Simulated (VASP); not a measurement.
VASP runs on TiB2 (AlB2 type) share one base input (PBE GGA, plane waves, VASP's PBE PAW potentials (set 64)) and change the settings named in each case.

KPOINTS:
```
Automatic
0
gamma
10 10 9
```

**INCAR**
```
SYSTEM=TiB2
PREC=Accurate; ENCUT=520; LREAL=F
LASPH=T
EDIFF=1E-6; NELM=100; ALGO=Normal
LMAXMIX=4
ISMEAR=1; SIGMA=0.1
GGA=PE
ISIF=2
LWAVE=F; LCHARG=F
```

### POSCAR
```
TiB2
3.030
  0.5000000000  -0.8660254125   0.0000000000
  0.5000000000   0.8660254125   0.0000000000
  0.0000000000   0.0000000000   1.0660066007
Ti B
1 2
Cart
  0.0000000000   0.0000000000   0.0000000000
  0.5000000000   0.2886757149   0.5330033003
  0.5000000000  -0.2886757149   0.5330033003
```

POTCAR, in this order: Ti_sv B (PBE.64 set). Program: vasp_std.

| change | E(σ→0) (eV/atom) | pressure (GPa) | plane waves |
|---|---|---|---|
| base run | -8.1418 | 0.21 | 721 |
| ENCUT = 350 | -8.1378 | -0.46 | 394 |
| ENCUT = 400 | -8.1398 | -0.09 | 480 |
| ENCUT = 450 | -8.1410 | 0.11 | 571 |
| ENCUT = 500 | -8.1416 | 0.21 | 678 |
| ENCUT = 600 | -8.1424 | 0.18 | 878 |
| ENCUT = 650 | -8.1427 | 0.19 | 998 |
| ENCUT = 700 | -8.1430 | 0.22 | 1106 |

Left out are runs that ran out of time, are held back, or changed the cell or the kind of run, fixed moments of cells without a moment, rows past the twelfth, gaps on odd meshes, pressures of charged cells and columns that move by less than the noise.

The compound is TiB2 in the AlB2 type structure. The cell was not relaxed at this level.
